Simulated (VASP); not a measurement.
VASP runs on FeMoO₃ (space group Pm-3m) share one base input (PBEsol GGA, plane waves, VASP's PBE PAW potentials (set 64)) and change the settings named in each case.

**INCAR**
```
ISMEAR = -1   # Fermi-Dirac
NELM = 100   # most electronic steps
LMAXMIX = 4   # l cut-off of mixed one-centre charges
LASPH = T
LWAVE = F
ISPIN = 2   # spin-polarised
MAGMOM = 4.0 0.0 0.0 0.0 0.0
GGA = PS
ISIF = 2
SYSTEM = FeMoO3
LCHARG = F
PREC = Accurate
ALGO = Normal   # blocked Davidson
EDIFF = 1E-6
LORBIT = 11   # lm-projected
LREAL = F   # projection in real space or not
ENCUT = 400
SIGMA = 0.1   # width (eV)
```

File KPOINTS:
```
Automatic mesh
0
gamma
 5 5 5
```

**POSCAR**
```
FeMoO3
1
    3.8333680000     0.0000000000     0.0000000000
    0.0000000000     3.8333680000     0.0000000000
    0.0000000000     0.0000000000     3.8333680000
Fe Mo O
1 1 3
Direct
  0.0000000000   0.0000000000   0.0000000000
  0.5000000000   0.5000000000   0.5000000000
  0.0000000000   0.5000000000   0.5000000000
  0.5000000000   0.5000000000   0.0000000000
  0.5000000000   0.0000000000   0.5000000000
```

POTCAR, in this order: Fe Mo_sv O (PBE.64 set). Program: vasp_std.

```csv
change,E(σ→0) (eV/atom),pressure (GPa),moment (μB),−TS (eV)
base run,-8.3295,-1.51,3.53,-0.1297
"GGA removed, POTCAR Fe Mo_sv O (LDA.64 set)",-8.7089,?,?,?
"GGA_COMPAT = .FALSE., ISPIN removed, LNONCOLLINEAR = .TRUE., LSORBIT = .TRUE., MAGMOM = 0.0 0.0 4.0 0.0 0.0 0.0 0.0 0.0 0.0 0.0 0.0 0.0 0.0 0.0 0.0, program vasp_ncl",-8.3498,-1.47,-,-0.1300
KPOINTS 2×2×2 Γ-centred mesh,-8.4061,-3.65,3.75,-0.1074
"LDAU = .TRUE., LDAUJ = 0 0 0, LDAUL = 2 -1 -1, LDAUTYPE = 2, LDAUU = 1.0 0 0",-8.2488,-1.30,3.44,-0.1207
```

Task: What belongs in the gaps?

Result: 
- GGA removed, POTCAR Fe Mo_sv O (LDA.64 set), pressure (GPa): -6.58
- GGA removed, POTCAR Fe Mo_sv O (LDA.64 set), moment (μB): 3.54
- GGA removed, POTCAR Fe Mo_sv O (LDA.64 set), −TS (eV): -0.1931

Energies of different potentials or functionals have different zeros.  At 400 eV the pressure can carry a Pulay error.

Left out are runs that ran out of time, are held back, or changed the cell or the kind of run, fixed moments of cells without a moment, rows past the twelfth, gaps on odd meshes, pressures of charged cells and columns that move by less than the noise.

The structure was generated: FeMoO3 was put into an ordered model structure, which need not be its known phase. The cell was not relaxed at this level, its lattice was scaled by up to 2.5 %.
